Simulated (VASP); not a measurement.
```yaml
crystal:
  lattice:
    - [0.00000, 2.75644, 2.75644]
    - [2.75644, 0.00000, 2.75644]
    - [2.75644, 2.75644, 0.00000]
  atoms:
    - { symbol: Na, position: [0.00000, 0.00000, 0.00000] }
    - { symbol: Cl, position: [0.50000, 0.50000, 0.50000] }
```

These are HSEsol screened hybrid, VASP's PBE PAW potentials (set 64) (plane waves; VASP) values and carry that method's errors. Run with 520 eV cut-off, 6×6×6 Γ-centred mesh, Gaussian smearing of 0.050 eV, potentials Na_pv Cl.

**Question.** Give the stress tensor in GPa (positive for a compressed cell).

**Answer.** 
```
1.19  0.00  0.00
0.00  1.19  0.00
0.00  0.00  1.19
```
The pressure is its mean diagonal, 1.19 GPa.

The compound is NaCl in the rock salt structure. This cell is one point of a volume scan, at 0.91 of the reference volume. The cell's shape comes from a PBE relaxation.
